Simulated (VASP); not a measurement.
# PmS (Fm-3m) in VASP: a series of runs

The runs below take PmS through single point, with LDA+U.

Everything below comes from runs of VASP 6.6.1. Logs are shortened: lines on timing, memory, paths and dates and some standing lists are left out, and cuts for length are marked.

## (1) The structure

Symmetry: Fm-3m, No. 225, cubic system. Conventional cell: a = 5.677 Å, b = 5.677 Å, c = 5.677 Å, α = 90.00°, β = 90.00°, γ = 90.00°. Pm (site symmetry m-3m) has 6 S at 2.84 Å as nearest neighbours. S (site symmetry m-3m) has 6 Pm at 2.84 Å as nearest neighbours.

The cell comes from a database or a generator and needn't be the stable form of this composition.

## (2) Single point, LDA+U, collinear spin, ferromagnetic start

INCAR reads:

```
SYSTEM = PmS
  PREC = Accurate
  ENCUT = 520
  EDIFF = 1E-6
  ISMEAR = 0
  SIGMA = 0.05
  LREAL = .FALSE.
  LASPH = .TRUE.
  NELM = 100
  ALGO = Normal
  ISIF = 2
  LWAVE = .FALSE.
  LCHARG = .TRUE.
  ISPIN = 2
  MAGMOM = 4 0
  LORBIT = 11
  NUPDOWN = 3
  LMAXMIX = 6
  LDAU = .TRUE.
  LDAUTYPE = 2
  LDAUL = 3 -1
  LDAUU = 7 0
  LDAUJ = 0 0
  LDAUPRINT = 1
  GGA = CA
  LELF = .TRUE.
  LVHAR = .TRUE.
  NBANDS = 22
```

KPOINTS reads:

```
Automatic mesh
0
G
  6 6 6
  0 0 0
```

POSCAR reads:

```
PmS
1.0
    0.0000000000      2.8386760400      2.8386760400
    2.8386760400      0.0000000000      2.8386760400
    2.8386760400      2.8386760400      0.0000000000
Pm S
1 1
Direct
    0.5000000000      0.5000000000      0.5000000000
    0.0000000000      0.0000000000      0.0000000000
```

Potentials or basis: VASP PAW PBE potentials, release 64 (Pm, S).

Launch:

```bash
> cat potpaw_PBE.64/Pm/POTCAR potpaw_PBE.64/S/POTCAR > POTCAR
> mpirun -np 1 vasp_std > vasp.out
```

OUTCAR:

```text
SYSTEM = PmS
   PREC = Accurate
   ENCUT = 520
   EDIFF = 1E-6
   ISMEAR = 0
   LREAL = .FALSE.
   LASPH = .TRUE.
   NELM = 100
   ISIF = 2
   ISPIN = 2
   LORBIT = 11
   NUPDOWN = 3
   GGA = CA

 ion  position               nearest neighbor table
   1  0.500  0.500  0.500-   2 2.84   2 2.84   2 2.84   2 2.84   2 2.84   2 2.84
   2  0.000  0.000  0.000-   1 2.84   1 2.84   1 2.84   1 2.84   1 2.84   1 2.84

  LATTYP: Found a face centered cubic cell.
 ALAT       =     5.6773520800

  Lattice vectors:

 A1 = (   0.0000000000,   2.8386760400,   2.8386760400)
 A2 = (   2.8386760400,   0.0000000000,   2.8386760400)
 A3 = (   2.8386760400,   2.8386760400,   0.0000000000)

Analysis of symmetry for initial positions (statically):
=====================================================================
 Subroutine PRICEL returns:
 Original cell was already a primitive cell.

 Routine SETGRP: Setting up the symmetry group for a
 face centered cubic supercell.

 Subroutine GETGRP returns: Found 48 space group operations
 (whereof 48 operations were pure point group operations)
 out of a pool of 48 trial point group operations.

The static configuration has the point symmetry O_h .

Analysis of symmetry for dynamics (positions and initial velocities):
=====================================================================
 Subroutine PRICEL returns:
 Original cell was already a primitive cell.

 Routine SETGRP: Setting up the symmetry group for a
 face centered cubic supercell.

 Subroutine GETGRP returns: Found 48 space group operations
 (whereof 48 operations were pure point group operations)
 out of a pool of 48 trial point group operations.

The dynamic configuration has the point symmetry O_h .

Analysis of structural, dynamic, and magnetic symmetry:
=====================================================================
 Subroutine PRICEL returns:
 Original cell was already a primitive cell.

 Routine SETGRP: Setting up the symmetry group for a
 face centered cubic supercell.

 Subroutine GETGRP returns: Found 48 space group operations
 (whereof 48 operations were pure point group operations)
 out of a pool of 48 trial point group operations.

The overall configuration has the point symmetry O_h .

 Subroutine INISYM returns: Found 48 space group operations
 (whereof 48 operations are pure point group operations),
 and found     1 'primitive' translations

----------------------------------------------------------------------------------------

                                     Primitive cell

  volume of cell :      45.7486

  direct lattice vectors                    reciprocal lattice vectors
     0.000000000  2.838676040  2.838676040    -0.176138451  0.176138451  0.176138451
     2.838676040  0.000000000  2.838676040     0.176138451 -0.176138451  0.176138451
     2.838676040  2.838676040  0.000000000     0.176138451  0.176138451 -0.176138451

  length of vectors
     4.014494155  4.014494155  4.014494155     0.305080746  0.305080746  0.305080746

  position of ions in fractional coordinates (direct lattice)
     0.500000000  0.500000000  0.500000000
     0.000000000  0.000000000  0.000000000

  ion indices of the primitive-cell ions
   primitive index   ion index
                 1           1
                 2           2

----------------------------------------------------------------------------------------

 KPOINTS: Automatic mesh

Automatic generation of k-mesh.
 Grid dimensions read from file:
 generate k-points for:    6    6    6

 Generating k-lattice:

[... 64 lines left out ...]
   NUPDOWN=       3.0000    fix difference up-down
   EMIN   =  10.00;   EMAX   =-10.00  energy-range for DOS
   EFERMI =   0.00;   METHOD = LEGACY
   ISMEAR =     0;   SIGMA  =   0.05  broadening in eV -4-tet -1-fermi 0-gaus
   EFERMI_NEDOS =   21; number of points for ismear=-14 and -15
   IALGO  =     38    algorithm
   IMIX   =      4    mixing-type and parameters
     AMIX     =   0.40;   BMIX     =  1.00
     AMIX_MAG =   1.60;   BMIX_MAG =  1.00
  volume/ion in A,a.u.               =      22.87       154.36
  Fermi-wavevector in a.u.,A,eV,Ry     =   1.262861  2.386461 21.698803  1.594817
  Thomas-Fermi vector in A             =   2.396247
   LORBIT       =     11    0 simple, 1 ext, 2 COOP (PROOUT), +10 PAW based schemes
 LDA+U is selected, type is set to LDAUTYPE =  2
   angular momentum for each species LDAUL =     3   -1
   U (eV)           for each species LDAUU =   7.0  0.0
   J (eV)           for each species LDAUJ =   0.0  0.0
   GGA     = CA    functional components
   LHFCALC =     F    Hartree Fock is set to
   AEXX    =    0.0000 exact exchange contribution
   IVDW    =     0    specifies the selected vdW correction
   LEPSILON=     F    determine dielectric tensor
   LRPA    =     F    only Hartree local field effects (RPA)
 spin polarized calculation
 Gauss-broadening in eV      SIGMA  =   0.05
  energy-cutoff  :      520.00
  volume of cell :       45.75
 maximum number of plane-waves:      1254
 NGX is ok and might be reduce to    30
   NGX = 15   NGY = 15   NGZ = 15

atom =   1  type =  1  l = 3

 onsite density matrix

spin component  1

  0.5771  0.0000 -0.3140  0.0000  0.0000 -0.0000 -0.0000
  0.0000  0.0005 -0.0000 -0.0000  0.0000  0.0000  0.0000
 -0.3140 -0.0000  0.7393 -0.0000 -0.0000  0.0000 -0.0000
  0.0000 -0.0000 -0.0000  0.3339 -0.0000  0.0000 -0.0000
  0.0000  0.0000 -0.0000 -0.0000  0.7393 -0.0000  0.3140
 -0.0000  0.0000  0.0000  0.0000 -0.0000  0.9825 -0.0000
 -0.0000  0.0000 -0.0000 -0.0000  0.3140 -0.0000  0.5771

spin component  2

  0.0137 -0.0000  0.0054 -0.0000  0.0000  0.0000 -0.0000
 -0.0000  0.0118  0.0000  0.0000 -0.0000 -0.0000 -0.0000
  0.0054  0.0000  0.0109  0.0000  0.0000 -0.0000 -0.0000
 -0.0000  0.0000  0.0000  0.0178  0.0000  0.0000 -0.0000
  0.0000 -0.0000  0.0000  0.0000  0.0109  0.0000 -0.0054
  0.0000 -0.0000 -0.0000  0.0000  0.0000  0.0067  0.0000
 -0.0000 -0.0000 -0.0000 -0.0000 -0.0054  0.0000  0.0137

 occupancies and eigenvectors

  o =  0.0005  v = -0.0000 -1.0000 -0.0000 -0.0000 -0.0000 -0.0000  0.0000  0.0000  0.0000  0.0000  0.0000  0.0000  0.0000  0.0000      0.0000  0.0000  0.0000  0.0000  0.0000  0.0000  0.0000  0.0000  0.0000  0.0000  0.0000  0.0000  0.0000  0.0000
  o =  0.0067  v =  0.0000  0.0000  0.0000  0.0000  0.0000  0.0000  0.0000 -0.0016  0.0000  0.0021 -0.0000  0.7906 -0.0029  0.6124      0.0000  0.0000  0.0000  0.0000  0.0000  0.0000  0.0000  0.0000  0.0000  0.0000  0.0000  0.0000  0.0000  0.0000
  o =  0.0067  v =  0.0000  0.0000  0.0000  0.0000  0.0000  0.0000  0.0000  0.6124 -0.0000 -0.7906  0.0000  0.0021 -0.0038  0.0016      0.0000  0.0000  0.0000  0.0000  0.0000  0.0000  0.0000  0.0000  0.0000  0.0000  0.0000  0.0000  0.0000  0.0000
  o =  0.0067  v =  0.0000  0.0000  0.0000  0.0000  0.0000  0.0000  0.0000  0.0023 -0.0000 -0.0030 -0.0000  0.0023  1.0000  0.0018      0.0000  0.0000  0.0000  0.0000  0.0000  0.0000  0.0000  0.0000  0.0000  0.0000  0.0000  0.0000  0.0000  0.0000
  o =  0.0118  v =  0.0000  0.0000  0.0000  0.0000  0.0000  0.0000  0.0000  0.0000  1.0000 -0.0000 -0.0000  0.0000  0.0000 -0.0000      0.0000  0.0000  0.0000  0.0000  0.0000  0.0000  0.0000  0.0000  0.0000  0.0000  0.0000  0.0000  0.0000  0.0000
  o =  0.0178  v =  0.0000  0.0000  0.0000  0.0000  0.0000  0.0000  0.0000  0.0000  0.0000  0.0000  0.9999 -0.0083  0.0000  0.0107      0.0000  0.0000  0.0000  0.0000  0.0000  0.0000  0.0000  0.0000  0.0000  0.0000  0.0000  0.0000  0.0000  0.0000
  o =  0.0178  v =  0.0000  0.0000  0.0000  0.0000  0.0000  0.0000  0.0000  0.7906 -0.0000  0.6124 -0.0000  0.0000 -0.0000 -0.0000      0.0000  0.0000  0.0000  0.0000  0.0000  0.0000  0.0000  0.0000  0.0000  0.0000  0.0000  0.0000  0.0000  0.0000
  o =  0.0178  v =  0.0000  0.0000  0.0000  0.0000  0.0000  0.0000  0.0000 -0.0000 -0.0000 -0.0000  0.0135  0.6123  0.0000 -0.7905      0.0000  0.0000  0.0000  0.0000  0.0000  0.0000  0.0000  0.0000  0.0000  0.0000  0.0000  0.0000  0.0000  0.0000
  o =  0.3339  v =  0.0016  0.0000  0.0012 -0.9772 -0.1300 -0.0000  0.1678  0.0000  0.0000  0.0000  0.0000  0.0000  0.0000  0.0000      0.0000  0.0000  0.0000  0.0000  0.0000  0.0000  0.0000  0.0000  0.0000  0.0000  0.0000  0.0000  0.0000  0.0000
  o =  0.3339  v =  0.0009  0.0000  0.0007  0.2123 -0.5984  0.0000  0.7726  0.0000  0.0000  0.0000  0.0000  0.0000  0.0000  0.0000      0.0000  0.0000  0.0000  0.0000  0.0000  0.0000  0.0000  0.0000  0.0000  0.0000  0.0000  0.0000  0.0000  0.0000
  o =  0.3339  v =  0.7906 -0.0000  0.6124  0.0017  0.0009  0.0000 -0.0012  0.0000  0.0000  0.0000  0.0000  0.0000  0.0000  0.0000      0.0000  0.0000  0.0000  0.0000  0.0000  0.0000  0.0000  0.0000  0.0000  0.0000  0.0000  0.0000  0.0000  0.0000
  o =  0.9825  v =  0.0417 -0.0000 -0.0538 -0.0000 -0.1003  0.9896 -0.0777  0.0000  0.0000  0.0000  0.0000  0.0000  0.0000  0.0000      0.0000  0.0000  0.0000  0.0000  0.0000  0.0000  0.0000  0.0000  0.0000  0.0000  0.0000  0.0000  0.0000  0.0000
  o =  0.9825  v =  0.5910  0.0000 -0.7629  0.0000  0.2055 -0.0331  0.1592  0.0000  0.0000  0.0000  0.0000  0.0000  0.0000  0.0000      0.0000  0.0000  0.0000  0.0000  0.0000  0.0000  0.0000  0.0000  0.0000  0.0000  0.0000  0.0000  0.0000  0.0000
  o =  0.9825  v = -0.1550  0.0000  0.2001 -0.0000  0.7568  0.1401  0.5862  0.0000  0.0000  0.0000  0.0000  0.0000  0.0000  0.0000      0.0000  0.0000  0.0000  0.0000  0.0000  0.0000  0.0000  0.0000  0.0000  0.0000  0.0000  0.0000  0.0000  0.0000

 number of electron      21.0000005 magnetization       3.0000005

 Free energy of the ion-electron system (eV)
  ---------------------------------------------------
  ext. energy  EPLUGINS =         0.00000000
  ---------------------------------------------------
  free energy    TOTEN  =       -12.71638522 eV

  energy without entropy =      -12.69282808  energy(sigma->0) =      -12.70460665

 E-fermi :   8.7451     XC(G=0): -10.8393

 val. band max:        8.6961859608   @ k =  -0.3333   0.3333   0.1667
 cond. band min:       6.0458084931   @ k =   0.5000   0.3333   0.1667
 fundamental gap:     -2.6503774676
 Fermi energy:         6.0445772104

 spin component 1

 k-point     1 :       0.0000    0.0000    0.0000
  band No.  band energies     occupation
      1     -32.2724      1.00000
      2     -12.3852      1.00000
      3     -12.3852      1.00000
      4     -12.3852      1.00000
      5      -6.3800      1.00000
      6       1.4221      1.00000
[... 389 lines left out ...]
     21      13.9695      0.00000
     22      16.0814      0.00000
 Fermi energy:         8.7450966761

 spin component 2

 k-point     1 :       0.0000    0.0000    0.0000
  band No.  band energies     occupation
      1     -30.7695      1.00000
      2     -11.3520      1.00000
      3     -11.3520      1.00000
      4     -11.3520      1.00000
      5      -6.5549      1.00000
      6       4.5696      1.00000
[... 389 lines left out ...]
     21      14.0534      0.00000
     22      16.1521      0.00000

------------------------ aborting loop because EDIFF is reached ----------------------------------------

  FORCE on cell =-STRESS in cart. coord.  units (eV):
  Direction    XX          YY          ZZ          XY          YZ          ZX
  --------------------------------------------------------------------------------------
  -------------------------------------------------------------------------------------
  Total       -1.1707427     -1.1707427     -1.1707427      0.0000000     -0.0000000      0.0000000
  in kB      -41.0010089    -41.0010089    -41.0010089      0.0000000     -0.0000000      0.0000000
  external PRESSURE =     -41.0010089 kB  Pullay stress =       0.0000000 kB

 VOLUME and BASIS-vectors are now :
 -----------------------------------------------------------------------------
  energy-cutoff  :      520.00
  volume of cell :       45.75
      direct lattice vectors                 reciprocal lattice vectors
     0.000000000  2.838676040  2.838676040    -0.176138451  0.176138451  0.176138451
     2.838676040  0.000000000  2.838676040     0.176138451 -0.176138451  0.176138451
     2.838676040  2.838676040  0.000000000     0.176138451  0.176138451 -0.176138451

 POSITION                                       TOTAL-FORCE (eV/Angst)
 -----------------------------------------------------------------------------------
      2.83868      2.83868      2.83868        -0.000000     -0.000000     -0.000000
      0.00000      0.00000      0.00000         0.000000      0.000000      0.000000
 -----------------------------------------------------------------------------------
    total drift:                                0.000000     -0.000000      0.000000

  FREE ENERGIE OF THE ION-ELECTRON SYSTEM (eV)
  ---------------------------------------------------
  free  energy   TOTEN  =       -12.7163852244 eV

  energy  without entropy=      -12.6928280806  energy(sigma->0) =      -12.70460665

 total charge

# of ion       s       p       d       f       tot
--------------------------------------------------
    1        1.986   5.569   0.650   4.031  12.236
    2        1.310   2.404   0.000   0.000   3.715
--------------------------------------------------
tot          3.296   7.973   0.650   4.031  15.950

 magnetization (x)

# of ion       s       p       d       f       tot
--------------------------------------------------
    1       -0.011   0.003  -0.244   3.862   3.610
    2       -0.005  -0.084   0.000   0.000  -0.089
--------------------------------------------------
tot         -0.016  -0.082  -0.244   3.862   3.521
```

Run time: 75 s. Hardware: 1 thread of AMD EPYC 7R43 (Zen 3), shared host; peak memory 0.14 GiB.

What came out:

```
Free energy                                           : -12.7164 eV
Pressure                                              : -4.1 GPa
Net moment                                            : 3.00 μB per cell
Site moments                                          : Pm +3.61; S -0.09 μB
Valence electrons inside the program's atomic spheres : Pm 12.24; S 3.71
```

Eigenvalues of the final occupation matrices:
| site | spin | trace | eigenvalues |
| --- | --- | --- | --- |
| site 1 f | 1 | 3.95 | 0.00 0.33 0.33 0.33 0.98 0.98 0.98 |
| site 1 f | 2 | 0.09 | 0.01 0.01 0.01 0.01 0.02 0.02 0.02 |

Caveat: the magnetic or orbital state may not be the lowest; the PAW data sets were made with another functional, which shifts forces and pressure a little; spin-orbit coupling is left out, which moves the levels of the heavy elements; the total moment is fixed, so each spin has its own Fermi level.

[end of part 1 of 2]
